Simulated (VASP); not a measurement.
Output of a VASP run:

OSZICAR:
```
...
DAV:   3    -0.649690381856E+01    0.87626E-01   -0.23586E-01   876   0.406E+00    0.135E+00
DAV:   4    -0.649726808978E+01   -0.36427E-03   -0.99529E-03   940   0.688E-01    0.675E-01
DAV:   5    -0.649850833679E+01   -0.12402E-02   -0.10111E-02   896   0.606E-01    0.146E-01
DAV:   6    -0.649831530268E+01    0.19303E-03   -0.44880E-04   900   0.195E-01    0.490E-02
DAV:   7    -0.649830587255E+01    0.94301E-05   -0.50159E-05   692   0.633E-02    0.964E-03
DAV:   8    -0.649830797930E+01   -0.21068E-05   -0.33999E-06   672   0.148E-02    0.379E-03
DAV:   9    -0.649830877566E+01   -0.79636E-06   -0.31481E-07   400   0.581E-03
   2 F= -.64983088E+01 E0= -.64983088E+01  d E =-.452644E-01
       N       E                     dE             d eps       ncg     rms          rms(c)
DAV:   1    -0.788328502863E+01   -0.13850E+01   -0.31229E+01   512   0.550E+01    0.987E+00
DAV:   2    -0.677169566374E+01    0.11116E+01   -0.29148E+00   724   0.149E+01    0.323E+00
DAV:   3    -0.650996554658E+01    0.26173E+00   -0.59910E-01   872   0.659E+00    0.272E+00
DAV:   4    -0.650273830229E+01    0.72272E-02   -0.50473E-02   932   0.165E+00    0.135E+00
DAV:   5    -0.650623444476E+01   -0.34961E-02   -0.33355E-02   936   0.112E+00    0.295E-01
DAV:   6    -0.650567775817E+01    0.55669E-03   -0.11981E-03   896   0.329E-01    0.989E-02
DAV:   7    -0.650566598985E+01    0.11768E-04   -0.15282E-04   720   0.115E-01    0.166E-02
DAV:   8    -0.650567029405E+01   -0.43042E-05   -0.11087E-05   712   0.319E-02    0.703E-03
DAV:   9    -0.650567145449E+01   -0.11604E-05   -0.64338E-07   416   0.848E-03    0.729E-03
DAV:  10    -0.650567313777E+01   -0.16833E-05   -0.35887E-07   408   0.680E-03    0.117E-03
DAV:  11    -0.650567319872E+01   -0.60948E-07   -0.60861E-08   380   0.283E-03
   3 F= -.65056732E+01 E0= -.65056732E+01  d E =-.526289E-01
       N       E                     dE             d eps       ncg     rms          rms(c)
DAV:   1    -0.672308818340E+01   -0.21742E+00   -0.47007E+00   532   0.217E+01    0.296E+00
DAV:   2    -0.654654304199E+01    0.17655E+00   -0.41691E-01   592   0.579E+00    0.108E+00
DAV:   3    -0.651101647325E+01    0.35527E-01   -0.11145E-01   788   0.279E+00    0.676E-01
DAV:   4    -0.651152864995E+01   -0.51218E-03   -0.46310E-03   940   0.438E-01    0.345E-01
DAV:   5    -0.651226155783E+01   -0.73291E-03   -0.25058E-03   900   0.278E-01    0.707E-02
DAV:   6    -0.651226754020E+01   -0.59824E-05   -0.84510E-05   576   0.106E-01    0.245E-02
DAV:   7    -0.651228764757E+01   -0.20107E-04   -0.18908E-05   712   0.407E-02    0.150E-02
DAV:   8    -0.651228253292E+01    0.51146E-05   -0.45194E-06   648   0.204E-02    0.193E-03
DAV:   9    -0.651228191476E+01    0.61817E-06   -0.53526E-07   408   0.728E-03
   4 F= -.65122819E+01 E0= -.65122819E+01  d E =-.592376E-01
       N       E                     dE             d eps       ncg     rms          rms(c)
DAV:   1    -0.651451078935E+01   -0.22283E-02   -0.48615E-02   532   0.220E+00    0.304E-01
DAV:   2    -0.651270483821E+01    0.18060E-02   -0.43231E-03   604   0.588E-01    0.111E-01
DAV:   3    -0.651232286253E+01    0.38198E-03   -0.11459E-03   796   0.285E-01    0.746E-02
DAV:   4    -0.651233670097E+01   -0.13838E-04   -0.58433E-05   928   0.470E-02    0.364E-02
DAV:   5    -0.651235340200E+01   -0.16701E-04   -0.33019E-05   916   0.328E-02    0.653E-03
DAV:   6    -0.651235285522E+01    0.54678E-06   -0.93964E-07   404   0.111E-02
   5 F= -.65123529E+01 E0= -.65123529E+01  d E =-.593085E-01
```

File OUTCAR:
```
------------------------ aborting loop because EDIFF is reached ----------------------------------------
  FORCE on cell =-STRESS in cart. coord.  units (eV):
  Direction    XX          YY          ZZ          XY          YZ          ZX
  --------------------------------------------------------------------------------------
  Total       -0.0005412     -0.0005412     -0.0005412     -0.0000000     -0.0000000      0.0000000
  in kB       -0.0121790     -0.0121790     -0.0121790     -0.0000000     -0.0000000      0.0000000
  external PRESSURE =      -0.0121790 kB  Pullay stress =       0.0000000 kB
  volume of cell :       71.20
      direct lattice vectors                 reciprocal lattice vectors
     0.000000000  3.289654327  3.289654327    -0.151991653  0.151991653  0.151991653
     3.289654327  0.000000000  3.289654327     0.151991653 -0.151991653  0.151991653
     3.289654327  3.289654327  0.000000000     0.151991653  0.151991653 -0.151991653
  FREE ENERGIE OF THE ION-ELECTRON SYSTEM (eV)
  ---------------------------------------------------
  free  energy   TOTEN  =        -6.5123528552 eV

  energy  without entropy=       -6.5123528552  energy(sigma->0) =       -6.51235286

 reached required accuracy - stopping structural energy minimisation
```
(Selected blocks of OUTCAR.)

**POSCAR**
```
KCl
1
    0.0000000000     3.1450000000     3.1450000000
    3.1450000000     0.0000000000     3.1450000000
    3.1450000000     3.1450000000     0.0000000000
K Cl
1 1
Direct
  0.0000000000   0.0000000000   0.0000000000
  0.5000000000   0.5000000000   0.5000000000
```

Problem. Reconstruct the remaining input files.

Solution. This is not unique; one that fits is the input of the run itself, RPBE GGA, plane waves, VASP's PBE PAW potentials (set 64).

File KPOINTS:
```
Automatic mesh
0
Gamma
7 7 7
0 0 0
```

**INCAR**
```
ALGO  =  Normal
EDIFF  =  1E-6
EDIFFG  =  -0.01
ENCUT  =  520
GGA  =  RP
IBRION  =  2
ISIF  =  3
ISMEAR  =  0
LASPH  =  T
LCHARG  =  F
LREAL  =  F
LWAVE  =  F
NELM  =  100
NSW  =  60
PREC  =  Accurate
SIGMA  =  0.05
SYSTEM  =  KCl
```

POTCAR, in this order: K_sv Cl (PBE.64 set). Program: vasp_std.

Energy and stress use the plane-wave basis of the starting cell.

The compound is KCl in the rock salt structure. This run relaxes it. Symmetry was kept, so distortions that lower it aren't found.
